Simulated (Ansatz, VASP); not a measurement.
# Cross-check of AlB2P2N between VASP and Ansatz, part 2 of 3

One calculation is typed for both programs; each brings its own data sets. How far apart do they land? The cell is generated by rule, not measured, and may not be a known phase. The cell is taken from a series of runs on this material, whose earlier steps may have relaxed, scaled, displaced or heated it; both programs get it as it stands.

VASP 6.6.1 and Ansatz 0.2.0.

So far: Set-up; Ansatz: zone-centre phonons, PBEsol.

## (3) VASP: zone-centre phonons, PBEsol

Level of this step: PBEsol; plane waves and PAW (Al, B, N, P); invented cell (VASP).

The same cell, functional and mesh now go to VASP, with its own data sets.

Lines of VASP's logs that name or quote its potential files are left out, and so is its time.

File INCAR:

```
SYSTEM = AlB2P2N
PREC = Accurate
ENCUT = 600
EDIFF = 1E-08
NELM = 120
ISMEAR = 0
SIGMA = 0.01
LREAL = .FALSE.
ALGO = Normal
GGA = PS
NBANDS = 18
LORBIT = 11
LWAVE = .FALSE.
LCHARG = .FALSE.
ISIF = 2
IBRION = 8
LASPH = .TRUE.
GGA_COMPAT = .FALSE.
EFERMI = MIDGAP
KPAR = 2
```

File POSCAR:

```
AlB2P2N
1.0
    7.2368249471     -1.6010659534      0.0136634624
    7.2368249471      1.6010659534      0.0136634624
   -0.0068131826      0.0000000000      3.4701398123
Al B N P
1 2 1 2
Direct
    0.3459918833      0.3459918833      0.2094478309
    0.0076726413      0.0076726413      0.2093849775
    0.6614479728      0.6614479728      0.7093936267
    0.9121029749      0.9121029749      0.2094428971
    0.5846715116      0.5846715116      0.2093656981
    0.2381130161      0.2381130161      0.7094164491
```

File KPOINTS:

```
Automatic mesh
0
Gamma
10 10 8
0 0 0
```

The projector-augmented-wave data sets are Al, B, N and P (PBE family, release 64).

On the command line:

```
$ mpirun -np 2 vasp_std
```

Output:

```text
[banner, memory and clock lines left out]
running    2 mpi-ranks, on    1 nodes
 distrk:  each k-point on    1 cores,    2 groups
 distr:  one band on    1 cores,    1 groups

 POSCAR found type information on POSCAR AlB N P
 POSCAR found :  4 types and       6 ions
|                                                                             |
|               ----> ADVICE to this user running VASP <----                  |
|                                                                             |
|     You enforced a specific xc type in the INCAR file but a different       |
|     [... a line on the potential file left out ...]
|     I HOPE YOU KNOW WHAT YOU ARE DOING!                                     |
|                                                                             |

 LDA part: xc-table for (Slater+PW92), standard interpolation
 POSCAR, INCAR and KPOINTS ok, starting setup
 FFT: planning ... GRIDC
 FFT: planning ... GRID_SOFT
 FFT: planning ... GRID
 WAVECAR not read
 entering main loop
       N       E                     dE             d eps       ncg     rms          rms(c)
DAV:   1     0.805999994035E+02    0.80600E+02   -0.11637E+04  8172   0.130E+03
DAV:   2    -0.379596626145E+02   -0.11856E+03   -0.11501E+03 10688   0.218E+02
DAV:   3    -0.446556122141E+02   -0.66959E+01   -0.66609E+01 10744   0.556E+01
DAV:   4    -0.447312664138E+02   -0.75654E-01   -0.75591E-01 11138   0.635E+00
DAV:   5    -0.447323548917E+02   -0.10885E-02   -0.10883E-02 10816   0.733E-01    0.124E+01
DAV:   6    -0.414099001772E+02    0.33225E+01   -0.11228E+01 10620   0.244E+01    0.645E+00
DAV:   7    -0.412199854041E+02    0.18991E+00   -0.14404E+00  9016   0.803E+00    0.343E+00
DAV:   8    -0.411422501308E+02    0.77735E-01   -0.27541E-01 10828   0.329E+00    0.101E+00
DAV:   9    -0.411363630356E+02    0.58871E-02   -0.38532E-02 11178   0.143E+00    0.337E-01
DAV:  10    -0.411370771006E+02   -0.71406E-03   -0.63899E-03  9344   0.522E-01    0.120E-01
DAV:  11    -0.411372463316E+02   -0.16923E-03   -0.71885E-04 10470   0.175E-01    0.436E-02
DAV:  12    -0.411372574066E+02   -0.11075E-04   -0.11004E-04 11092   0.786E-02    0.249E-02
DAV:  13    -0.411372791455E+02   -0.21739E-04   -0.35144E-05  8896   0.393E-02    0.720E-03
DAV:  14    -0.411372790951E+02    0.50336E-07   -0.23419E-06 11618   0.970E-03    0.389E-03
DAV:  15    -0.411372794053E+02   -0.31017E-06   -0.31284E-07  9424   0.358E-03    0.129E-03
DAV:  16    -0.411372794906E+02   -0.85324E-07   -0.12827E-07  9992   0.230E-03    0.545E-04
DAV:  17    -0.411372794994E+02   -0.87346E-08   -0.10113E-08  8452   0.729E-04
   1 F= -.41137279E+02 E0= -.41137279E+02  d E =-.513791E-51
 Linear response reoptimize wavefunctions to high precision
DAV:   1    -0.411372795018E+02   -0.24545E-08   -0.50955E-09  9484   0.432E-04
DAV:   2    -0.411372795018E+02   -0.19782E-10   -0.25799E-10  5000   0.109E-04
 Linear response DOF=          18
 Linear response progress:
  Degree of freedom:   1/ 18
       N       E                     dE             d eps       ncg     rms          rms(c)
RMM:   1    -0.161036490534E-01   -0.16104E-01   -0.72049E-03 22947   0.892E-01
RMM:   2    -0.115901471507E-01    0.45135E-02   -0.20209E-03 13389   0.297E-01    0.117E-01
RMM:   3    -0.112132947433E-01    0.37685E-03   -0.75366E-04 14073   0.153E-01    0.566E-02
RMM:   4    -0.111280832614E-01    0.85211E-04   -0.46570E-05 14758   0.343E-02    0.346E-02
RMM:   5    -0.110838064850E-01    0.44277E-04   -0.36290E-05 13824   0.357E-02    0.782E-03
RMM:   6    -0.110811039002E-01    0.27026E-05   -0.18592E-06 14609   0.811E-03    0.298E-03
RMM:   7    -0.110791198219E-01    0.19841E-05   -0.30341E-07 14067   0.323E-03    0.633E-04
RMM:   8    -0.110789539417E-01    0.16588E-06   -0.17278E-08 14688   0.842E-04    0.257E-04
RMM:   9    -0.110787500618E-01    0.20388E-06   -0.27463E-09 13670   0.490E-04    0.822E-05
RMM:  10    -0.110786961750E-01    0.53887E-07    0.71385E-09 15257   0.120E-04    0.329E-05
RMM:  11    -0.110786442827E-01    0.51892E-07   -0.67099E-09 13719   0.778E-05    0.928E-06
RMM:  12    -0.110786372066E-01    0.70761E-08   -0.77566E-10 15779   0.231E-05    0.360E-06
 first order change of Fermi-energy   0.13301E+01
 force on displaced ion       1 direction 1 : -20.311   0.000  -0.018
 Linear response progress:
  Degree of freedom:   2/ 18
       N       E                     dE             d eps       ncg     rms          rms(c)
RMM:   1    -0.768015051079E-02   -0.76802E-02    0.13219E-02 34302   0.813E-01
RMM:   2    -0.695653014921E-02    0.72362E-03   -0.10588E-03 22901   0.214E-01    0.103E-01
RMM:   3    -0.681799274202E-02    0.13854E-03   -0.18792E-04 24081   0.725E-02    0.557E-02
RMM:   4    -0.684462298475E-02   -0.26630E-04   -0.15279E-04 23163   0.649E-02    0.942E-03
[...]
RMM:   5    -0.242160963671E+00    0.30754E-04   -0.32433E-05 25626   0.346E-02    0.313E-03
RMM:   6    -0.242188211363E+00   -0.27248E-04   -0.96199E-07 26207   0.506E-03    0.163E-03
RMM:   7    -0.242179749819E+00    0.84615E-05   -0.80286E-08 26196   0.159E-03    0.435E-04
RMM:   8    -0.242183743671E+00   -0.39939E-05   -0.83619E-09 25390   0.565E-04    0.102E-04
RMM:   9    -0.242183553282E+00    0.19039E-06    0.26028E-08 26845   0.179E-04    0.203E-05
[...]
first order change of Fermi-energy   0.53743E+00
 force on displaced ion       5 direction 1 : -22.046   0.000  -0.017
 Linear response progress:
  Degree of freedom:  14/ 18
       N       E                     dE             d eps       ncg     rms          rms(c)
RMM:   1    -0.492193023069E-01   -0.49219E-01    0.69857E-03 35354   0.140E+00
RMM:   2    -0.447944019503E-01    0.44249E-02   -0.26803E-03 23453   0.309E-01    0.159E-01
RMM:   3    -0.448359737960E-01   -0.41572E-04   -0.15602E-04 24892   0.638E-02    0.878E-02
RMM:   4    -0.450911885827E-01   -0.25521E-03   -0.88436E-05 24237   0.460E-02    0.105E-02
RMM:   5    -0.450663693948E-01    0.24819E-04   -0.37670E-06 25956   0.983E-03    0.532E-03
RMM:   6    -0.450568947859E-01    0.94746E-05   -0.17282E-07 26279   0.223E-03    0.322E-03
RMM:   7    -0.450621418684E-01   -0.52471E-05   -0.30592E-08 25634   0.104E-03    0.406E-04
RMM:   8    -0.450609085272E-01    0.12333E-05   -0.24139E-08 26664   0.253E-04    0.759E-05
RMM:   9    -0.450604942282E-01    0.41430E-06   -0.73799E-08 26022   0.125E-04    0.242E-05
RMM:  10    -0.450604952729E-01   -0.10446E-08   -0.45488E-08 27203   0.468E-05    0.202E-05
 first order change of Fermi-energy   0.57488E-04
 force on displaced ion       5 direction 2 :   0.004 -20.972  -0.000
 Linear response progress:
  Degree of freedom:  15/ 18
       N       E                     dE             d eps       ncg     rms          rms(c)
RMM:   1    -0.521152930904E-01   -0.52115E-01    0.61388E-03 19454   0.139E+00
RMM:   3    -0.480248106288E-01   -0.24776E-04   -0.26098E-04 13709   0.768E-02    0.805E-02
RMM:   4    -0.482957199638E-01   -0.27091E-03   -0.15395E-04 13546   0.545E-02    0.151E-02
RMM:   5    -0.482526438449E-01    0.43076E-04   -0.10548E-05 14264   0.142E-02    0.498E-03
RMM:   6    -0.482500966220E-01    0.25472E-05   -0.12656E-07 14678   0.225E-03    0.379E-03
RMM:   7    -0.482561234924E-01   -0.60269E-05   -0.42858E-08 14486   0.159E-03    0.321E-04
RMM:   8    -0.482547822701E-01    0.13412E-05    0.27530E-08 14901   0.341E-04    0.172E-04
RMM:   9    -0.482541422785E-01    0.63999E-06   -0.34304E-08 15070   0.175E-04    0.282E-05
RMM:  10    -0.482541377512E-01    0.45274E-08   -0.52562E-08 15413   0.543E-05    0.188E-05
 first order change of Fermi-energy   0.13328E-02
 force on displaced ion       5 direction 3 :  -0.019   0.000 -10.530
 Linear response progress:
  Degree of freedom:  16/ 18
       N       E                     dE             d eps       ncg     rms          rms(c)
RMM:   1    -0.711704370752E-01   -0.71170E-01    0.96471E-03 19268   0.138E+00
RMM:   2    -0.661114706002E-01    0.50590E-02   -0.24679E-03 13070   0.299E-01    0.156E-01
RMM:   3    -0.659421536398E-01    0.16932E-03   -0.82922E-04 13513   0.115E-01    0.726E-02
RMM:   4    -0.660516091636E-01   -0.10946E-03   -0.12280E-04 14247   0.459E-02    0.291E-02
RMM:   5    -0.660861305185E-01   -0.34521E-04   -0.91355E-06 14382   0.170E-02    0.875E-03
RMM:   6    -0.661039691666E-01   -0.17839E-04   -0.48827E-07 14774   0.413E-03    0.375E-03
RMM:   7    -0.661092707015E-01   -0.53015E-05   -0.16964E-07 14633   0.204E-03    0.909E-04
RMM:   8    -0.661084087182E-01    0.86198E-06   -0.22153E-08 14726   0.712E-04    0.212E-04
RMM:   9    -0.661092398905E-01   -0.83117E-06    0.63626E-09 14989   0.230E-04    0.710E-05
RMM:  10    -0.661092415933E-01   -0.17028E-08    0.62413E-08 15194   0.932E-05    0.256E-05
 first order change of Fermi-energy  -0.17309E+01
 force on displaced ion       6 direction 1 : -21.043   0.000  -0.015
 Linear response progress:
  Degree of freedom:  17/ 18
       N       E                     dE             d eps       ncg     rms          rms(c)
RMM:   1    -0.491676540630E-01   -0.49168E-01    0.91168E-03 32731   0.134E+00
RMM:   2    -0.456395228177E-01    0.35281E-02   -0.17683E-03 23231   0.243E-01    0.161E-01
RMM:   3    -0.458068669752E-01   -0.16734E-03   -0.29363E-04 24456   0.764E-02    0.862E-02
RMM:   4    -0.462398789151E-01   -0.43301E-03   -0.20852E-04 24127   0.603E-02    0.147E-02
RMM:   5    -0.461808932341E-01    0.58986E-04   -0.10598E-05 25694   0.152E-02    0.547E-03
RMM:   6    -0.461813036160E-01   -0.41038E-06   -0.14744E-07 26230   0.215E-03    0.489E-03
RMM:   7    -0.461886385180E-01   -0.73349E-05   -0.17486E-07 25776   0.169E-03    0.613E-04
RMM:   8    -0.461888339126E-01   -0.19539E-06   -0.13310E-08 26583   0.370E-04    0.346E-04
RMM:   9    -0.461887188892E-01    0.11502E-06    0.37315E-08 26690   0.213E-04    0.125E-04
RMM:  10    -0.461886475473E-01    0.71342E-07    0.42419E-09 27475   0.696E-05    0.701E-05
RMM:  11    -0.461885904496E-01    0.57098E-07   -0.13471E-07 27217   0.513E-05    0.100E-05
RMM:  12    -0.461885672366E-01    0.23213E-07   -0.16377E-07 28590   0.304E-05    0.246E-06
RMM:  13    -0.461885732416E-01   -0.60049E-08   -0.51800E-08 26252   0.234E-05    0.153E-06
 first order change of Fermi-energy   0.13479E-03
 force on displaced ion       6 direction 2 :   0.004 -18.097  -0.000
 Linear response progress:
  Degree of freedom:  18/ 18
       N       E                     dE             d eps       ncg     rms          rms(c)
RMM:   1    -0.517047199581E-01   -0.51705E-01   -0.29213E-03 18179   0.124E+00
RMM:   2    -0.487703626074E-01    0.29344E-02   -0.21115E-03 13174   0.236E-01    0.102E-01
RMM:   3    -0.490056297570E-01   -0.23527E-03   -0.16260E-04 13775   0.544E-02    0.591E-02
RMM:   4    -0.493963979905E-01   -0.39077E-03   -0.94857E-05 13651   0.396E-02    0.132E-02
RMM:   5    -0.493868021776E-01    0.95958E-05   -0.45362E-06 14285   0.104E-02    0.475E-03
RMM:   6    -0.493877556585E-01   -0.95348E-06   -0.74830E-08 14767   0.151E-03    0.371E-03
RMM:   7    -0.493959319300E-01   -0.81763E-05   -0.39578E-08 14333   0.115E-03    0.299E-04
RMM:   8    -0.493948440374E-01    0.10879E-05    0.47382E-08 15019   0.244E-04    0.117E-04
RMM:   9    -0.493943715756E-01    0.47246E-06   -0.15135E-08 14997   0.126E-04    0.254E-05
RMM:  10    -0.493943396615E-01    0.31914E-07   -0.14076E-07 15425   0.402E-05    0.101E-05
RMM:  11    -0.493942546661E-01    0.84995E-07   -0.53735E-08 15129   0.315E-05    0.418E-06
RMM:  12    -0.493942737108E-01   -0.19045E-07   -0.67646E-08 15148   0.232E-05    0.172E-06
RMM:  13    -0.493942785343E-01   -0.48235E-08    0.75840E-09 13908   0.213E-05    0.304E-07
 first order change of Fermi-energy  -0.32925E-02
 force on displaced ion       6 direction 3 :  -0.019   0.000 -11.652
 Linear response finished
```

(Part 2 of 3 ends here.)

[Lines on the potential files, build, host, timing and source positions are cut from VASP's logs without a mark.]

[Logs are printed without paths, hosts, clocks, repeated set-up lines and the standing remarks that a program may print on its own settings, such as how far it seeks lower states.]

[Hosts, paths, dates, database ids (printed as entryN), source tags and the programs' standing remarks are cut or masked in the printed files.]
